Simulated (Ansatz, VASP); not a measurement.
## LiMgBN2: VASP beside Ansatz

INCAR

```
SYSTEM = LiMgBN2
PREC = Accurate ; ENCUT = 520
EDIFF = 1E-6 ; ISMEAR = 0
SIGMA = 0.05 ; LREAL = .False.
LASPH = .True. ; NELM = 100
ALGO = Normal ; ISIF = 2
LWAVE = .False. ; LCHARG = .True.
GGA = PE ; LELF = .True.
LVHAR = .True. ; NBANDS = 17
```

The input KPOINTS:

```
regular mesh
0
Gamma
  8 8 8
  0 0 0
```

The input POSCAR:

```
LiMgBN2
1.0
   -2.0624284800      2.0624284800      4.4435220000
    2.0624284800     -2.0624284800      4.4435220000
    2.0624284800      2.0624284800     -4.4435220000
Li Mg B N
1 1 1 2
Direct
    0.2500000000      0.7500000000      0.5000000000
    0.7500000000      0.2500000000      0.5000000000
    0.5000000000      0.5000000000      0.0000000000
    0.6512635000      0.6512635000      0.0000000000
    0.3487365000      0.3487365000      0.0000000000
```

Input for Ansatz:

```yaml
crystal:
  lattice:
    - [-2.06242848, 2.06242848, 4.443522]
    - [2.06242848, -2.06242848, 4.443522]
    - [2.06242848, 2.06242848, -4.443522]
  atoms:
    - { symbol: Li, position: [0.25, 0.75, 0.5] }
    - { symbol: Mg, position: [0.75, 0.25, 0.5] }
    - { symbol: B, position: [0.5, 0.5, 0.0] }
    - { symbol: "N", position: [0.6512635, 0.6512635, 0.0] }
    - { symbol: "N", position: [0.3487365, 0.3487365, 0.0] }
basis:
  ecutwfc: 420
kpoints:
  mp_grid: { grid: [8, 8, 8] }
hamiltonian:
  xc: pbe
scf:
  occupations: { method: gaussian, width: 0.05 }
output:
  forces: true
  stress: true
  eigenvalues: true
```

Change from the starting cell: strain +0.080 along x and y, +0.000 along z, atoms carried along.

Alike in both runs: task single point; functional PBE; k mesh 8 × 8 × 8; occupations gaussian, width 0.05 eV; no spin polarisation.

```csv
,VASP,Ansatz
version,VASP 6.6.1,Ansatz 0.2.0
potentials or method,"VASP PAW PBE potentials, release 64 (Li_sv, Mg, B, N)","scalar-relativistic, plane waves, PAW"
plane-wave cutoff (eV),520,420
valence electrons in the cell,18,26
```

Ansatz gave:

- gap on the k mesh at the Fermi level (eV): 2.09
- least direct gap on the mesh (eV): 3.18
- rms of the force components (eV/Å): 0.340

What did VASP give for the same quantities?

gap on the k mesh at the Fermi level (eV): 2.08; least direct gap on the mesh (eV): 3.17; rms of the force components (eV/Å): 0.340.

Atom by atom the forces differ by 0.000 eV/Å (rms over components). The two sets of potentials don't hold the same shells in valence.

 A k mesh can miss the band edges.
